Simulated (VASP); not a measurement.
Consider the following.

```xyz
3
Lattice="1.5796 -2.7360 0.0000 1.5796 2.7360 0.0000 0.0000 0.0000 3.5535" Properties=species:S:1:pos:R:3 pbc="T T T"
Zr     0.0000     0.0000     3.5535
B      1.5796     0.9120     1.7768
B      1.5796    -0.9120     1.7768
```

Calculation: SCAN meta-GGA, VASP's PBE PAW potentials (set 64) (plane waves; VASP). Settings: 520 eV cut-off, 12×12×10 Γ-centred mesh, tetrahedra with Blöchl corrections, potentials Zr_sv B.

The cores are frozen, which limits the accuracy of field gradients.

**Question.** Give the principal components of the electric field gradient (V/Å²) and the asymmetry η at each nucleus.

**Answer.** 
| atom | Vxx | Vyy | Vzz | η |
|---|---|---|---|---|
| Zr1 | -21.6 | -21.6 | 43.3 | 0.00 |
| B2 | -1.5 | -1.5 | 2.9 | 0.00 |
| B3 | -1.5 | -1.5 | 2.9 | 0.00 |

The compound is ZrB2 in the AlB2 type structure. It was relaxed first.
